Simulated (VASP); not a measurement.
All values below come from PBE GGA, VASP's PBE PAW potentials (set 64) (plane waves; VASP).

The input files of a VASP run:

INCAR:
```
SYSTEM = TiB2
PREC = Accurate; ENCUT = 400; LREAL = .FALSE.
LASPH = .TRUE.
EDIFF = 1E-6; NELM = 100; ALGO = Normal
LMAXMIX = 4
ISMEAR = 0; SIGMA = 0.136
GGA = PE
ISIF = 2
LWAVE = .FALSE.; LCHARG = .FALSE.
```

### KPOINTS
```
Automatic mesh
0
Gamma
8 8 7
0 0 0
```

### POSCAR
```
TiB2
1
    3.0259300000     0.0000000000     0.0000000000
   -1.5129650000     2.6205320000     0.0000000000
    0.0000000000     0.0000000000     3.2287700000
Ti B
1 2
Direct
  0.0000000000   0.0000000000   0.0000000000
  0.3333330000   0.6666670000   0.5000000000
  0.6666670000   0.3333330000   0.5000000000
```

POTCAR, in this order: Ti_sv B (PBE.64 set). Program: vasp_std.

The resulting files:

**OUTCAR**
```
 ion  position               nearest neighbor table
   1  0.000  0.000  0.000-   2 2.38   3 2.38   2 2.38   3 2.38   2 2.38   2 2.38   3 2.38   3 2.38
                             3 2.38   3 2.38   2 2.38   2 2.38
   2  0.333  0.667  0.500-   3 1.75   3 1.75   3 1.75   1 2.38   1 2.38   1 2.38   1 2.38   1 2.38
                             1 2.38
   3  0.667  0.333  0.500-   2 1.75   2 1.75   2 1.75   1 2.38   1 2.38   1 2.38   1 2.38   1 2.38
                             1 2.38
  LATTYP: Found a hexagonal cell.
 ALAT       =     3.0259300000
 C/A-ratio  =     1.0670339367
 Subroutine PRICEL returns:
 Original cell was already a primitive cell.
 Subroutine GETGRP returns: Found 24 space group operations
The static configuration has the point symmetry D_6h.
The dynamic configuration has the point symmetry D_6h.
 Subroutine INISYM returns: Found 24 space group operations
 Subroutine IBZKPT returns following result:
 Found     40 irreducible k-points:

 Following reciprocal coordinates:
            Coordinates               Weight
  0.000000  0.000000  0.000000      1.000000
  0.125000  0.000000  0.000000      6.000000
  0.250000  0.000000  0.000000      6.000000
  0.375000  0.000000  0.000000      6.000000
  0.500000  0.000000  0.000000      3.000000
  0.125000  0.125000  0.000000      6.000000
  0.250000  0.125000  0.000000     12.000000
  0.375000  0.125000  0.000000     12.000000
  0.250000  0.250000  0.000000      6.000000
  0.375000  0.250000  0.000000      6.000000
  0.000000  0.000000  0.142857      2.000000
  0.125000  0.000000  0.142857     12.000000
  0.250000  0.000000  0.142857     12.000000
  0.375000  0.000000  0.142857     12.000000
  0.500000  0.000000  0.142857      6.000000
  0.125000  0.125000  0.142857     12.000000
  0.250000  0.125000  0.142857     24.000000
  0.375000  0.125000  0.142857     24.000000
  0.250000  0.250000  0.142857     12.000000
  0.375000  0.250000  0.142857     12.000000
  0.000000  0.000000  0.285714      2.000000
  0.125000  0.000000  0.285714     12.000000
  0.250000  0.000000  0.285714     12.000000
  0.375000  0.000000  0.285714     12.000000
  0.500000  0.000000  0.285714      6.000000
  0.125000  0.125000  0.285714     12.000000
  0.250000  0.125000  0.285714     24.000000
  0.375000  0.125000  0.285714     24.000000
  0.250000  0.250000  0.285714     12.000000
  0.375000  0.250000  0.285714     12.000000
  0.000000  0.000000  0.428571      2.000000
  0.125000  0.000000  0.428571     12.000000
  0.250000  0.000000  0.428571     12.000000
  0.375000  0.000000  0.428571     12.000000
  0.500000  0.000000  0.428571      6.000000
  0.125000  0.125000  0.428571     12.000000
  0.250000  0.125000  0.428571     24.000000
  0.375000  0.125000  0.428571     24.000000
  0.250000  0.250000  0.428571     12.000000
  0.375000  0.250000  0.428571     12.000000
   k-points           NKPTS =     40   k-points in BZ     NKDIM =     40   number of bands    NBANDS=     13
   number of dos      NEDOS =    301   number of ions     NIONS =      3
   total plane-waves  NPLWV =   9600
   dimension x,y,z NGX =    20 NGY =   20 NGZ =   24
   dimension x,y,z NGXF=    40 NGYF=   40 NGZF=   48
   ions per type =               1   2
   PREC   = accura    normal or accurate (medium, high low for compatibility)
   ISTART =      0    job   : 0-new  1-cont  2-samecut
   ICHARG =      2    charge: 1-file 2-atom 10-const
   ISPIN  =      1    spin polarized calculation?
   LNONCOLLINEAR =      F non collinear calculations
   LSORBIT =      F    spin-orbit coupling
   INIWAV =      1    electr: 0-lowe 1-rand  2-diag
   ENCUT  =  400.0 eV  29.40 Ry    5.42 a.u.   4.93  4.93  5.27*2*pi/ulx,y,z
...
```

File OSZICAR:
```
       N       E                     dE             d eps       ncg     rms          rms(c)
DAV:   1     0.111348087544E+03    0.11135E+03   -0.80714E+03  1040   0.132E+03
DAV:   2    -0.211948942619E+02   -0.13254E+03   -0.12878E+03  1065   0.353E+02
DAV:   3    -0.293855546462E+02   -0.81907E+01   -0.81209E+01  1500   0.860E+01
DAV:   4    -0.296125197326E+02   -0.22697E+00   -0.22680E+00  1291   0.135E+01
DAV:   5    -0.296196485380E+02   -0.71288E-02   -0.71284E-02  1566   0.205E+00    0.168E+01
DAV:   6    -0.244061835868E+02    0.52135E+01   -0.26880E+01  1325   0.595E+01    0.387E+00
DAV:   7    -0.244297538794E+02   -0.23570E-01   -0.16876E+00  1196   0.155E+01    0.334E+00
DAV:   8    -0.244361872548E+02   -0.64334E-02   -0.15154E-01  1433   0.357E+00    0.708E-01
DAV:   9    -0.244303241932E+02    0.58631E-02   -0.61054E-02  1374   0.328E+00    0.283E-01
DAV:  10    -0.244296788602E+02    0.64533E-03   -0.47958E-03  1286   0.947E-01    0.656E-02
DAV:  11    -0.244296719222E+02    0.69381E-05   -0.21031E-04  1420   0.175E-01    0.442E-02
DAV:  12    -0.244296605964E+02    0.11326E-04   -0.78716E-05  1315   0.119E-01    0.940E-03
DAV:  13    -0.244296595289E+02    0.10675E-05   -0.81463E-06  1208   0.370E-02    0.179E-03
DAV:  14    -0.244296595502E+02   -0.21366E-07   -0.18091E-07   610   0.489E-03
   1 F= -.24429660E+02 E0= -.24429435E+02  d E =-.449122E-03
```

OUTCAR:
```
------------------------ aborting loop because EDIFF is reached ----------------------------------------
  FORCE on cell =-STRESS in cart. coord.  units (eV):
  Direction    XX          YY          ZZ          XY          YZ          ZX
  --------------------------------------------------------------------------------------
  Total        0.2359965      0.2359964     -0.1658841      0.0000000      0.0000000      0.0000000
  in kB       14.7683050     14.7683022    -10.3807746      0.0000000      0.0000000      0.0000000
  external PRESSURE =       6.3852776 kB  Pullay stress =       0.0000000 kB
  volume of cell :       25.60
      direct lattice vectors                 reciprocal lattice vectors
     3.025930000  0.000000000  0.000000000     0.330476911  0.190800952  0.000000000
    -1.512965000  2.620532000  0.000000000     0.000000000  0.381601904  0.000000000
     0.000000000  0.000000000  3.228770000     0.000000000  0.000000000  0.309715464
 POSITION                                       TOTAL-FORCE (eV/Angst)
 -----------------------------------------------------------------------------------
      0.00000      0.00000      0.00000        -0.000000      0.000000      0.000000
     -0.00000      1.74702      1.61438        -0.000000     -0.000000      0.000000
      1.51297      0.87351      1.61438         0.000000      0.000000      0.000000
 -----------------------------------------------------------------------------------
    total drift:                                0.000000     -0.000000     -0.000000
  FREE ENERGIE OF THE ION-ELECTRON SYSTEM (eV)
  ---------------------------------------------------
  free  energy   TOTEN  =       -24.4296595502 eV

  energy  without entropy=      -24.4292104286  energy(sigma->0) =      -24.42943499
```
(Selected blocks of OUTCAR.)

At this cut-off the stress carries a Pulay error, which pulls relaxed volumes low.

The structure comes from a computed database's TiB2 entry; how it stands against other phases isn't given here. The cell was not relaxed at this level.
